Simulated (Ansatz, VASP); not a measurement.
## Si (2H polytype (invented)) in two plane-wave programs

One calculation is typed for both programs; each brings its own data sets. How far apart do they land? The cell is taken from a series of runs on this material, whose earlier steps may have relaxed, scaled, displaced or heated it; both programs get it as it stands.

Program: Ansatz 0.2.0. Level of theory: plane waves, with VASP 6.6.1 beside it; relaxation of cell and atoms at r2SCAN. Results are calculated unless marked as measured.

### 1. Set-up

It takes space group P6_3/mmc (No. 194, hexagonal). Conventional cell: a = 3.832 Å, b = 3.832 Å, c = 6.341 Å, α = 90.00°, β = 90.00°, γ = 120.00°. Nearest to Si lie 4 Si at 2.35 to 2.37 Å.

### 2. Ansatz: relaxation of cell and atoms, r2SCAN, pair 1

Ansatz runs on its PAW soft_1 files.

The relaxed volume is the usual yardstick between codes: in a stiff, nearly cubic crystal its relative difference is about their pressure difference at one cell divided by the bulk modulus.

Contents of input.yaml:

```yaml
crystal:
  lattice:
    - [3.832082099, 0.0, 0.0]
    - [-1.9160410495, 3.3186804471, 0.0]
    - [0.0, 0.0, 6.3412207023]
  atoms:
    - { symbol: Si, position: [0.3333333333, 0.6666666667, 0.5630634805] }
    - { symbol: Si, position: [0.6666666667, 0.3333333333, 0.0630634805] }
    - { symbol: Si, position: [0.3333333333, 0.6666666667, 0.9369365195] }
    - { symbol: Si, position: [0.6666666667, 0.3333333333, 0.4369365195] }
kpoints:
  mp_grid: { grid: [9, 9, 6] }
hamiltonian:
  xc: r2scan
  pseudopotentials: { kind: paw, azcp: { folder: soft_1 } }
scf:
  occupations: { method: fixed }
output:
  forces: true
  stress: true
  eigenvalues: true
  write_density: true
  write_potential: true
  elf: true
  volumetric_format: npy
relax:
  adjacent_minimum: "off"
  f_tol: 0.001
  max_steps: 60
  cell: { stress_tol: 0.01 }
```

Launch:

```bash
ansatz run input.yaml --threads 4 --pin off --max-ram 9216MiB --backend cpu --events-out ev --progress --plain --runs-dir out
```

Numbers of over 12 decimals in the logs are rounded to 6 here.

The program printed:

```text
Engine: ansatz 0.2.0, x86_64-unknown-linux-gnu
Pseudopotentials: kind: paw
Pseudopotential: Si, paw, valence charge 4, recommended cutoff 500 eV (meta_gga), soft_1/Si.paw.azcp
Functional definition: r2SCAN
  parameter k0 = 0.174
  parameter k1 = 0.065
  parameter a1 = 4.9479
  exchange = r2scan_x(k0 = k0, k1 = k1, a1 = a1)
  correlation = r2scan_c
Crystal: 4 atoms, lattice volume = 80.644 Å³
Basis set: ecut = 500 eV, 2033 PW (Γ), exchange–correlation on 120×120×192 points (64 copies of the dense FFT grid, shifted against one another)
Bands: 12, of which v1, the nominal top of the filled ones, is band 8 counted from 1 (7 counted from 0)
Symmetry: 24 space group operations
Space group: P63/mmc (ITA 194), of the structure as read, at distance tolerance 4.3e-5 Å
k-points: 48 of 486
Non-local potential: Si, projectors of the file, l = 0: 2, l = 1: 2, l = 2: 1
PAW form: soft (Blöchl's): semilocal exchange-correlation on the pseudo side does not see the compensation charge
PAW frozen core: Si, regenerated for the run's functional (the file was generated under x = pbe(κ = 0.804, μ = 0.219515), c = pbe(β = 0.066725))
PAW one-centre angular grid: Si, 302 points (default); XC on 160 Gauss nodes
Initial density: superposition of atomic densities (chi_scale 0.1, normalization cell)
Initial wavefunctions: pseudopotential atomic-orbital guess
Functional: x = r2scan, c = r2scan; τ floored in thin density (d = 2e-4 eV/Å³)
SCF iter   1: F=—  HF=-2556.176564 eV  |F-HF|=—  |Δ(HF+E_count)|=         —  Δρ=4.57e-2  dr2=1.47e0  dr2_τ=2.63e-2  ethr=3.10e-3  ⟨swp⟩=5.3  Hψ=3589  notcnv=0  defer=77
preconditioner: auto → none  [insulator: Δε(μ)=0.823 eV  Ē_g=8.497 eV  n_scr=10 (ndim 8)  ℏωp=16.5 eV  f_vac=0.000  ε∞_Penn≈4.8]
SCF iter   2: F=—  HF=-2556.173313 eV  |F-HF|=—  |Δ(HF+E_count)|=   3.25e-3  Δρ=2.20e-2  dr2=3.00e-1  dr2_τ=8.29e-4  ethr=3.10e-3  ⟨swp⟩=3.0  Hψ=1444  notcnv=0  defer=79
SCF iter   3: F=—  HF=-2556.211580 eV  |F-HF|=—  |Δ(HF+E_count)|=   3.83e-2  Δρ=1.54e-3  dr2=1.19e-3  dr2_τ=9.63e-6  ethr=1.88e-3  ⟨swp⟩=2.0  Hψ=682  notcnv=0  defer=86
SCF iter   4: F=—  HF=-2556.212315 eV  |F-HF|=—  |Δ(HF+E_count)|=   7.35e-4  Δρ=1.82e-4  dr2=2.01e-5  dr2_τ=2.86e-7  ethr=7.47e-6  ⟨swp⟩=2.2  Hψ=1048  notcnv=0  defer=92
SCF iter   5: F=—  HF=-2556.212323 eV  |F-HF|=—  |Δ(HF+E_count)|=   7.39e-6  Δρ=2.49e-5  dr2=3.60e-7  dr2_τ=6.23e-9  ethr=1.26e-7  ⟨swp⟩=2.3  Hψ=984  notcnv=0  defer=84
SCF iter   6: F=-2556.212323 eV  HF=-2556.212323 eV  |F-HF|=1.55e-8  |Δ(HF+E_count)|=   3.08e-7  Δρ=5.82e-6  dr2=3.89e-8  dr2_τ=4.30e-10  ethr=6.25e-10  ⟨swp⟩=12.9  Hψ=5755  notcnv=0
SCF 1 converged in 6 iterations: F = -2556.212323 eV  dr2 = 3.89e-8
  greatest PAW one-centre occupation: 0.628 electrons in one spin orbital (limit 2), on the Si atom at site 3 (counted from 0), in its partial waves of l = 0
relax step   1: F+E_penalty+E_count = -2556.21232289 eV  Δ(F+E_penalty+E_count) = +0.000e0 eV  max|allowed force component| = 7.785e-5 eV/Å  Δτ_max = 0.0000 Å  P = -0.000 GPa  Ω = 80.644 Å³  (6 SCF iters, dr2 threshold 1.00e-7 eV, accepted)
Initial density: handed on by an earlier stage of this run
Initial wavefunctions: pseudopotential atomic-orbital guess (no wavefunctions were taken with the density)
iter 1 solved again at ethr=5.00e-8 eV; its pass at ethr=3.10e-3 eV (dr2=7.99e-6 eV) is discarded
SCF iter   1: F=—  HF=-2556.212325 eV  |F-HF|=—  |Δ(HF+E_count)|=         —  Δρ=5.74e-6  dr2=3.74e-8  dr2_τ=4.27e-10  ethr=5.00e-8  ⟨swp⟩=3.7  Hψ=5463  notcnv=0  defer=93
preconditioner: auto → none  [insulator: Δε(μ)=0.649 eV  Ē_g=8.360 eV  n_scr=10 (ndim 8)  ℏωp=16.5 eV  f_vac=0.000  ε∞_Penn≈4.9]
SCF iter   2: F=—  HF=-2556.212323 eV  |F-HF|=—  |Δ(HF+E_count)|=   1.68e-6  Δρ=2.20e-6  dr2=5.00e-9  dr2_τ=2.25e-11  ethr=2.34e-10  ⟨swp⟩=2.3  Hψ=969  notcnv=0  defer=80
SCF iter   3: F=—  HF=-2556.212323 eV  |F-HF|=—  |Δ(HF+E_count)|=  9.09e-10  Δρ=2.03e-7  dr2=1.66e-11  dr2_τ=3.23e-13  ethr=3.12e-11  ⟨swp⟩=2.6  Hψ=996  notcnv=0  defer=80
SCF iter   4: F=—  HF=-2556.212323 eV  |F-HF|=—  |Δ(HF+E_count)|=  1.96e-11  Δρ=6.47e-8  dr2=1.71e-12  dr2_τ=2.54e-14  ethr=1.00e-12  ⟨swp⟩=9.8  Hψ=4316  notcnv=0
SCF iter   5: F=-2556.212323 eV  HF=-2556.212323 eV  |F-HF|=9.09e-13  |Δ(HF+E_count)|=  7.28e-12  Δρ=2.92e-9  dr2=1.05e-14  dr2_τ=1.92e-16  ethr=1.00e-12  ⟨swp⟩=5.0  Hψ=2199  notcnv=0
SCF 2 converged in 5 iterations: F = -2556.212323 eV  dr2 = 1.05e-14
relax step   2: F+E_penalty+E_count = -2556.21232290 eV  Δ(F+E_penalty+E_count) = -4.755e-9 eV  max|allowed force component| = 8.824e-5 eV/Å  Δτ_max = 0.0000 Å  P = +0.000 GPa  Ω = 80.644 Å³  stress off target by 2.19e-3 GPa  SCF on the basis re-selected at this cell (its energy is not comparable with the rows above)  (5 SCF iters)
basis re-selected at this cell: Δ(F+E_penalty+E_count) = -4.755e-9 eV, ΔP = +0.000 GPa vs the last step (what re-selecting the basis moved, of the pressure what is left beyond the Pulay correction that the steps carried, after the strain that the cell walked since its last selection, with what the two solves' SCF thresholds leave and, on support functions, any second-order correction that the steps lacked; it is no m [...]
SCF converged after 5 iterations
Free energy (F): -2556.212323 eV
Harris-Foulkes:  -2556.212323 eV  (|F-HF|=9.09e-13)
Internal energy: -2556.212323 eV  (E = F + TS)
E sigma→0 (E₀):  -2556.212323 eV
Fermi energy:    6.342472 eV
--- Per-component energies (eV) ---
  E_band       = 12.725872
  E_kinetic    = 162.618301
  E_local      = -97.990383  (includes V_loc(G=0)·N_el)
  E_nonlocal   = 88.414353
  E_hartree    = 30.547267
  E_xc         = -210.571932
  E_vxc        = -202.838969  (∫ρ·V_xc dr)
  E_paw        = -2073.528876  (= ΣΔE_a)
  E_vpaw       = -6.433998  (= ΣTr[D̂ρ^β])
  E_aug_tail   = 0.000058  (compensation charges beyond the density's cutoff)
  E_vtau       = 7.861975  (kinetic-family band-sum trace: ∫τ·v_τ [+ j·A + Jᵃ·Aᵃ] dr)
  E_ewald      = -455.395379
  E_core_change = -0.305732  (= ΣΔE_core)
  E_smearing   = -0.000000  (= −TS)
  E_closure    = 0.000000  (closes the sum)
  Σ components = -2556.212323   (vs F -2556.212323, Δ=0.00e0)
--- Forces (eV/Å), atoms counted from 1 ---
  atom   1  Si     0.00000000    -0.00000000    -0.00008824
  atom   2  Si    -0.00000000     0.00000000    -0.00008824
  atom   3  Si     0.00000000    -0.00000000     0.00008824
  atom   4  Si     0.00000000     0.00000000     0.00008824
  max |Σ_I F_I| component: 4.16e-17 eV/Å
--- Stress (GPa, compression-positive) ---
       -0.000823       0.000000       0.000000
       -0.000000      -0.000823       0.000000
        0.000000       0.000000       0.002189
  P = ⅓ Tr σ = 0.0002 GPa (0.002 kbar)
--- Band table (eV; the first three rows and the last of 48) ---
  k-point 0: bands = [... 4 lower, 4.7353, 5.9654, 6.3425, 6.3425, 7.7061, 8.5005, 8.5005, 8.8761]
  k-point 1: bands = [... 4 lower, 4.8090, 5.0935, 6.1658, 6.1658, 7.7974, 8.6601, 8.6601, 9.1987]
  k-point 2: bands = [... 4 lower, 5.0246, 5.0246, 5.7756, 5.7756, 8.0644, 8.9614, 9.0408, 9.0408]
  k-point 47: bands = [... 4 lower, 1.6584, 1.6584, 4.2172, 4.2172, 8.1638, 8.1638, 10.2202, 10.2202]
--- Relaxed structure (1 steps of the walk, 1 accepted, 1 SCFs on fresh bases) ---
  F+E_penalty+E_count = -2556.21232290 eV   max|allowed force component| = 8.824e-5 eV/Å   (the final SCF, on the basis selected at the relaxed cell)
  cell:  # Å, volume = 80.6442 Å³
    - [3.832082, 0.0, 0.0]
    - [-1.916041, 3.318680, 0.0]
    - [0.0, 0.0, 6.3412207023]
  atoms:
    - { symbol: Si, position: [0.333333, 0.666667, 0.563063] }
    - { symbol: Si, position: [0.666667, 0.333333, 0.063063] }
    - { symbol: Si, position: [0.333333, 0.666667, 0.936937] }
    - { symbol: Si, position: [0.666667, 0.333333, 0.4369365195] }
```

### 3. VASP: relaxation of cell and atoms, r2SCAN, pair 1

The same cell, functional and mesh now go to VASP, with its own data sets.

Lines of VASP's logs that name or quote its potential files are left out, and so is its time.

Contents of INCAR:

```
SYSTEM = Si
PREC = Accurate
ENCUT = 550
EDIFF = 1E-07
NELM = 120
ISMEAR = 0
SIGMA = 0.01
LREAL = .FALSE.
ALGO = Normal
METAGGA = R2SCAN
LASPH = .TRUE.
NBANDS = 14
LORBIT = 11
LWAVE = .FALSE.
LCHARG = .FALSE.
ISIF = 3
IBRION = 2
NSW = 80
EDIFFG = -0.005
GGA_COMPAT = .FALSE.
NELMIN = 4
EFERMI = MIDGAP
LMIXTAU = .TRUE.
KPAR = 2
```

Contents of POSCAR:

```
Si
1.0
    3.8320820000      0.0000000000      0.0000000000
   -1.9160410000      3.3186800000      0.0000000000
    0.0000000000      0.0000000000      6.3412210000
Si
4
Direct
    0.3333334338      0.6666668675      0.5630634857
    0.6666667169      0.3333334338      0.0630634069
    0.3333334338      0.6666668675      0.9369364354
    0.6666667169      0.3333334338      0.4369365143
```

Contents of KPOINTS:

```
Automatic mesh
0
Gamma
9 9 6
0 0 0
```

Potentials, in the order of the species: Si (PBE family, release 64).

Launch:

```bash
mpirun -np 2 vasp_std
```

The program printed:

```text
[banner, memory and clock lines left out]
running    2 mpi-ranks, on    1 nodes
 distrk:  each k-point on    1 cores,    2 groups
 distr:  one band on    1 cores,    1 groups

 POSCAR found type information on POSCAR Si
 POSCAR found :  1 types and       4 ions
|                                                                             |
|               ----> ADVICE to this user running VASP <----                  |
|                                                                             |
|     You enforced a specific xc type in the INCAR file but a different       |
|     [... a line on the potential file left out ...]
|     I HOPE YOU KNOW WHAT YOU ARE DOING!                                     |
|                                                                             |

 LDA part: xc-table for (None), standard interpolation
 POSCAR, INCAR and KPOINTS ok, starting setup
 FFT: planning ... GRIDC
 FFT: planning ... GRID_SOFT
 FFT: planning ... GRID
 WAVECAR not read
 entering main loop
       N       E                     dE             d eps       ncg     rms          rms(c)
DAV:   1     0.163681520476E+02    0.16368E+02   -0.63557E+03  1344   0.101E+03
DAV:   2    -0.351968745441E+02   -0.51565E+02   -0.46334E+02  1794   0.139E+02
DAV:   3    -0.373602528869E+02   -0.21634E+01   -0.21392E+01  1832   0.269E+01
DAV:   4    -0.373889584889E+02   -0.28706E-01   -0.28693E-01  1626   0.392E+00
DAV:   5    -0.373895010124E+02   -0.54252E-03   -0.54242E-03  1830   0.509E-01    0.847E+00
DAV:   6    -0.355065817311E+02    0.18829E+01   -0.22262E-01  1578   0.340E+00    0.575E+00
DAV:   7    -0.345486056396E+02    0.95798E+00   -0.23517E-01  1374   0.417E+00    0.295E-01
DAV:   8    -0.350171339255E+02   -0.46853E+00   -0.19295E-01  1488   0.331E+00    0.343E-01
DAV:   9    -0.347886212522E+02    0.22851E+00   -0.71673E-02  1344   0.213E+00    0.267E-01
DAV:  10    -0.349781596868E+02   -0.18954E+00   -0.51019E-02  1356   0.191E+00    0.196E-01
DAV:  11    -0.350322325694E+02   -0.54073E-01   -0.11721E-02  1464   0.119E+00    0.703E-02
DAV:  12    -0.350413694353E+02   -0.91369E-02   -0.13640E-03  1704   0.375E-01    0.447E-02
DAV:  13    -0.350454699558E+02   -0.41005E-02   -0.51191E-04  1410   0.249E-01    0.468E-02
DAV:  14    -0.350465118342E+02   -0.10419E-02   -0.57659E-04  1404   0.252E-01    0.122E-02
DAV:  15    -0.350466849365E+02   -0.17310E-03   -0.46966E-05  1704   0.622E-02    0.835E-03
DAV:  16    -0.350466523284E+02    0.32608E-04   -0.71670E-06  1518   0.233E-02    0.777E-03
DAV:  17    -0.350466753510E+02   -0.23023E-04   -0.14283E-06  1506   0.152E-02    0.731E-03
DAV:  18    -0.350467085106E+02   -0.33160E-04   -0.21420E-05  1380   0.434E-02    0.263E-03
DAV:  19    -0.350467084370E+02    0.73620E-07   -0.99967E-07  1806   0.796E-03
   1 F= -.35046708E+02 E0= -.35046708E+02  d E =-.350467E+02
 curvature:   0.00 expect dE= 0.000E+00 dE for cont linesearch  0.000E+00
 trial: gam= 0.00000 g(F)=  0.379E-06 g(S)=  0.431E-03 ort = 0.000E+00 (trialstep = 0.100E+01)
 search vector abs. value=  0.432E-03
 bond charge predicted
       N       E                     dE             d eps       ncg     rms          rms(c)
DAV:   1    -0.350468236312E+02   -0.11512E-03   -0.47633E-03  1512   0.382E-01    0.808E-02
DAV:   2    -0.350468044043E+02    0.19227E-04   -0.17729E-04  1602   0.813E-02    0.560E-02
DAV:   3    -0.350467502560E+02    0.54148E-04   -0.11617E-04  1452   0.631E-02    0.198E-02
DAV:   4    -0.350467674857E+02   -0.17230E-04   -0.11047E-05  1482   0.260E-02    0.131E-02
DAV:   5    -0.350467685903E+02   -0.11046E-05   -0.27625E-06  1572   0.132E-02    0.443E-03
DAV:   6    -0.350467726665E+02   -0.40762E-05   -0.48034E-06  1392   0.200E-02    0.164E-03
DAV:   7    -0.350467719493E+02    0.71712E-06   -0.28934E-07  1446   0.499E-03    0.316E-04
DAV:   8    -0.350467719461E+02    0.32742E-08   -0.25781E-09   756   0.422E-04
   2 F= -.35046772E+02 E0= -.35046772E+02  d E =-.635091E-04
 trial-energy change:   -0.000064  1 .order   -0.000054   -0.000432    0.000324
 step:   0.5897(harm=  0.5714)  dis= 0.00004  next Energy=   -35.046838 (dE=-0.129E-03)
 bond charge predicted
       N       E                     dE             d eps       ncg     rms          rms(c)
DAV:   1    -0.350468523369E+02   -0.80388E-04   -0.79750E-04  1500   0.156E-01    0.324E-02
DAV:   2    -0.350468479081E+02    0.44288E-05   -0.30173E-05  1596   0.338E-02    0.224E-02
DAV:   3    -0.350468377538E+02    0.10154E-04   -0.17945E-05  1476   0.241E-02    0.761E-03
DAV:   4    -0.350468398878E+02   -0.21340E-05   -0.15655E-06  1500   0.956E-03    0.545E-03
DAV:   5    -0.350468382573E+02    0.16305E-05   -0.34298E-07  1458   0.684E-03    0.904E-04
DAV:   6    -0.350468387558E+02   -0.49846E-06   -0.50006E-07  1398   0.885E-03    0.148E-04
DAV:   7    -0.350468385272E+02    0.22854E-06   -0.39013E-08   756   0.239E-03    0.104E-04
DAV:   8    -0.350468386204E+02   -0.93131E-07   -0.94924E-09   720   0.804E-04
   3 F= -.35046839E+02 E0= -.35046839E+02  d E =-.130183E-03
 curvature:  -0.29 expect dE=-0.969E-07 dE for cont linesearch -0.887E-07
 trial: gam= 0.00000 g(F)=  0.450E-08 g(S)=  0.335E-06 ort =-0.116E-04 (trialstep = 0.918E+00)
 search vector abs. value=  0.340E-06
 reached required accuracy - stopping structural energy minimisation
```

Parts of OUTCAR (step 3):

```text
ion  position               nearest neighbor table
   1  0.333  0.667  0.563-   4 2.35   4 2.35   4 2.35   3 2.37
   2  0.667  0.333  0.063-   3 2.35   3 2.35   3 2.35   4 2.37
   3  0.333  0.667  0.937-   2 2.35   2 2.35   2 2.35   1 2.37
   4  0.667  0.333  0.437-   1 2.35   1 2.35   1 2.35   2 2.37

  LATTYP: Found a hexagonal cell.
 ALAT       =     3.8320820000
 C/A-ratio  =     1.6547717403

 Subroutine GETGRP returns: Found 24 space group operations
 (whereof 12 operations were pure point group operations)

The static configuration has the point symmetry D_3d.
 The point group associated with its full space group is D_6h.

 Found     48 irreducible k-points:

   k-points           NKPTS =     48   k-points in BZ     NKDIM =     48   number of bands    NBANDS=     14

   dimension x,y,z NGX =    30 NGY =   30 NGZ =   50
   dimension x,y,z NGXF=    60 NGYF=   60 NGZF=  100

   ENCUT  =  550.0 eV  40.42 Ry    6.36 a.u.   7.33  7.33 12.13*2*pi/ulx,y,z

   NELECT =      16.0000    total number of electrons

 k-points in reciprocal lattice and weights: Automatic mesh
   0.00000000  0.00000000  0.00000000       0.002
   0.11111111 -0.00000000  0.00000000       0.012
   0.22222222 -0.00000000  0.00000000       0.012
   0.33333333  0.00000000  0.00000000       0.012
   0.44444444 -0.00000000  0.00000000       0.012
   0.11111111  0.11111111  0.00000000       0.012
   0.22222222  0.11111111  0.00000000       0.025
   0.33333333  0.11111111  0.00000000       0.025
   0.44444444  0.11111111  0.00000000       0.012
[...]
0.33333333  0.22222222  0.50000000       0.025
   0.33333333  0.33333333  0.50000000       0.004

 average (electrostatic) potential at core
       1 -86.2321       2 -86.2321       3 -86.2321       4 -86.2321

 E-fermi :   6.2906

 k-point     1 :       0.0000    0.0000    0.0000
  band No.  band energies     occupation
    ...
      4       4.3553      2.00000
      5       4.3553      2.00000
      6       5.5834      2.00000
      7       5.9622      2.00000
      8       5.9623      2.00000
      9       7.3452      0.00000
     10       8.1345      0.00000
     11       8.1345      0.00000
     12       8.5154      0.00000
     13      10.0740      0.00000
    ...

 k-point     2 :       0.1111   -0.0000    0.0000
  band No.  band energies     occupation
    ...
      4       3.2707      2.00000
      5       4.0581      2.00000
      6       4.9484      2.00000
      7       5.3607      2.00000
      8       5.6910      2.00000
      9       7.6951      0.00000
     10       8.5810      0.00000
     11       8.6674      0.00000
     12       8.7337      0.00000
     13      10.0469      0.00000
    ...

 k-point     3 :       0.2222   -0.0000    0.0000
  band No.  band energies     occupation
    ...
      4       1.6745      2.00000
      5       3.1546      2.00000
      6       3.4966      2.00000
      7       4.7158      2.00000
      8       5.1637      2.00000
      9       7.3183      0.00000
     10       9.0914      0.00000
     11       9.2841      0.00000
     12       9.4696      0.00000
     13       9.9571      0.00000
    ...

  Total        0.0034846      0.0034846      0.0018762      0.0000000     -0.0000000     -0.0000000
  in kB        0.0693903      0.0693903      0.0373629      0.0000000     -0.0000000     -0.0000000
  external PRESSURE =       0.0587145 kB  Pullay stress =       0.0000000 kB

  energy-cutoff  :      550.00
  volume of cell :       80.46
      direct lattice vectors                 reciprocal lattice vectors
     3.829173599  0.000000000  0.000000000     0.261152955  0.150776745  0.000000000
    -1.914586799  3.316161251  0.000000000     0.000000000  0.301553490  0.000000000
     0.000000000 -0.000000000  6.336077987     0.000000000 -0.000000000  0.157826340

 POSITION                                       TOTAL-FORCE (eV/Angst)
 -----------------------------------------------------------------------------------
      0.00000      2.21077      3.56757        -0.000000     -0.000000      0.000153
      1.91459      1.10539      0.39953         0.000000     -0.000000      0.000153
      0.00000      2.21077      5.93654        -0.000000      0.000000     -0.000153
      1.91459      1.10539      2.76850         0.000000     -0.000000     -0.000153
 -----------------------------------------------------------------------------------
    total drift:                               -0.000000     -0.000048      0.000000

  FREE ENERGIE OF THE ION-ELECTRON SYSTEM (eV)
  ---------------------------------------------------
  free  energy   TOTEN  =       -35.0468386204 eV

  energy  without entropy=      -35.0468386204  energy(sigma->0) =      -35.04683862

 reached required accuracy - stopping structural energy minimisation

 total charge
# of ion       s       p       d       tot
------------------------------------------
    1        0.744   0.962   0.000   1.706
    2        0.744   0.962   0.000   1.706
    3        0.744   0.962   0.000   1.706
    4        0.744   0.962   0.000   1.706
--------------------------------------------------
tot          2.978   3.848   0.000   6.825

[... 3 further parts left out ...]
```

CONTCAR:

```
Si
   1.00000000000000
     3.8291735985332362    0.0000000000000000    0.0000000000000000
    -1.9145867992666181    3.3161612512682099    0.0000000000000000
     0.0000000000000000   -0.0000000000000000    6.3360779871163579
  Si
     4
Direct
     0.3333334338000000    0.6666668674999983    0.5630572045310162
     0.6666667168999965    0.3333334338000000    0.0630571257310167
     0.3333334338000000    0.6666668674999983    0.9369427165689826
     0.6666667168999965    0.3333334338000000    0.4369427954689838
```

The run keeps the 24 symmetry operations of its start, so it cannot find a distortion of lower symmetry.

(Continued in part 2 of 2.)

[Lines on the potential files, build, host, timing and source positions are cut from VASP's logs without a mark.]

[Logs are printed without paths, hosts, clocks, repeated set-up lines and the standing remarks that a program may print on its own settings, such as how far it seeks lower states.]

[Hosts, paths, dates, database ids (printed as entryN), source tags and the programs' standing remarks are cut or masked in the printed files.]
